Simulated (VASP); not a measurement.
Level of theory: PBE GGA, VASP's PBE PAW potentials (set 64) (plane waves; VASP 6.6.1).

VASP ran on this input.

### INCAR
```
ISMEAR  =  -1
NELM  =  100   # most electronic steps
LCHARG  =  .FALSE.
EDIFF  =  1E-6   # SCF stop (eV)
LWAVE  =  .FALSE.
GGA  =  PE   # PBE
ENCUT  =  400
PREC  =  Accurate
SYSTEM  =  NaF
ALGO  =  Normal
LASPH  =  .TRUE.
SIGMA  =  0.02
LREAL  =  .FALSE.
ISIF  =  2   # forces and stress, cell fixed
```

File KPOINTS:
```
Automatic mesh
0
Gamma
6 6 6
0 0 0
```

**POSCAR**
```
NaF
1
    0.0000000000     2.2904670000     2.2904670000
    2.2904670000     0.0000000000     2.2904670000
    2.2904670000     2.2904670000     0.0000000000
Na F
1 1
Direct
  0.0000000000   0.0000000000   0.0000000000
  0.5000000000   0.5000000000   0.5000000000
```

POTCAR, in this order: Na_pv F (PBE.64 set). Program: vasp_std.

What VASP printed:

### OSZICAR
```
       N       E                     dE             d eps       ncg     rms          rms(c)
DAV:   1     0.829329494179E+02    0.82933E+02   -0.73982E+03   379   0.126E+03
DAV:   2    -0.506536374607E+01   -0.87998E+02   -0.80655E+02   370   0.301E+02
DAV:   3    -0.938259784551E+01   -0.43172E+01   -0.43110E+01   408   0.713E+01
DAV:   4    -0.941518565665E+01   -0.32588E-01   -0.32585E-01   385   0.661E+00
DAV:   5    -0.941554578602E+01   -0.36013E-03   -0.36012E-03   397   0.707E-01    0.517E+00
DAV:   6    -0.857949556901E+01    0.83605E+00   -0.33931E+00   435   0.180E+01    0.184E+00
DAV:   7    -0.856714610300E+01    0.12349E-01   -0.25260E-02   358   0.258E+00    0.107E+00
DAV:   8    -0.856597453286E+01    0.11716E-02   -0.25049E-02   355   0.389E+00    0.101E-01
DAV:   9    -0.856673504499E+01   -0.76051E-03   -0.30497E-03   394   0.593E-01    0.562E-02
DAV:  10    -0.856669953205E+01    0.35513E-04   -0.26485E-04   370   0.254E-01    0.848E-03
DAV:  11    -0.856670067187E+01   -0.11398E-05   -0.88626E-06   397   0.579E-02    0.374E-03
DAV:  12    -0.856670110869E+01   -0.43683E-06   -0.84162E-07   355   0.165E-02
   1 F= -.85667011E+01 E0= -.85667011E+01  d E =-.139684E-12
```

File OUTCAR:
```
------------------------ aborting loop because EDIFF is reached ----------------------------------------
  FORCE on cell =-STRESS in cart. coord.  units (eV):
  Direction    XX          YY          ZZ          XY          YZ          ZX
  --------------------------------------------------------------------------------------
  Total       -0.5282132     -0.5282132     -0.5282132      0.0000000      0.0000000     -0.0000000
  in kB      -35.2141926    -35.2141926    -35.2141926      0.0000000      0.0000000     -0.0000000
  external PRESSURE =     -35.2141926 kB  Pullay stress =       0.0000000 kB
  volume of cell :       24.03
      direct lattice vectors                 reciprocal lattice vectors
     0.000000000  2.290467000  2.290467000    -0.218296094  0.218296094  0.218296094
     2.290467000  0.000000000  2.290467000     0.218296094 -0.218296094  0.218296094
     2.290467000  2.290467000  0.000000000     0.218296094  0.218296094 -0.218296094
  FREE ENERGIE OF THE ION-ELECTRON SYSTEM (eV)
  ---------------------------------------------------
  free  energy   TOTEN  =        -8.5667011087 eV

  energy  without entropy=       -8.5667011087  energy(sigma->0) =       -8.56670111
```
(Selected blocks of OUTCAR.)

File OUTCAR:
```
 val. band max:       -1.9455283997   @ k =   0.0000   0.0000   0.0000

 cond. band min:       4.5561121960   @ k =   0.0000   0.0000   0.0000


 Fermi energy:        -1.4352065225

 k-point     1 :       0.0000    0.0000    0.0000
  band No.  band energies     occupation
      1     -21.1664      2.00000
      2     -20.7739      2.00000
      3     -20.7739      2.00000
      4     -20.7739      2.00000
      5      -1.9455      2.00000
      6      -1.9455      2.00000
      7      -1.9455      2.00000
      8       4.5561      0.00000
      9      17.2987      0.00000
     10      17.2987      0.00000
     11      17.2987      0.00000

 k-point     2 :       0.1667    0.0000    0.0000
  band No.  band energies     occupation
      1     -21.4265      2.00000
      2     -20.7776      2.00000
      3     -20.7776      2.00000
      4     -20.4868      2.00000
      5      -2.4683      2.00000
      6      -2.0220      2.00000
      7      -2.0220      2.00000
      8       5.5021      0.00000
      9      14.7995      0.00000
     10      17.7293      0.00000
     11      17.7293      0.00000

 k-point     3 :       0.3333    0.0000    0.0000
  band No.  band energies     occupation
      1     -21.6805      2.00000
      2     -20.7842      2.00000
      3     -20.7841      2.00000
      4     -20.1525      2.00000
      5      -3.2732      2.00000
      6      -2.1576      2.00000
      7      -2.1576      2.00000
      8       7.5236      0.00000
      9      12.3076      0.00000
     10      18.4232      0.00000
     11      18.4232      0.00000

 k-point     4 :       0.5000    0.0000    0.0000
  band No.  band energies     occupation
      1     -21.7755      2.00000
      2     -20.7876      2.00000
      3     -20.7876      2.00000
      4     -20.0227      2.00000
      5      -3.6214      2.00000
      6      -2.2275      2.00000
      7      -2.2275      2.00000
      8       9.0623      0.00000
      9      10.8388      0.00000
...
```

At this cut-off the stress carries a Pulay error, which pulls relaxed volumes low.

The structure comes from a computed database's NaF entry; how it stands against other phases isn't given here. The cell was not relaxed at this level.
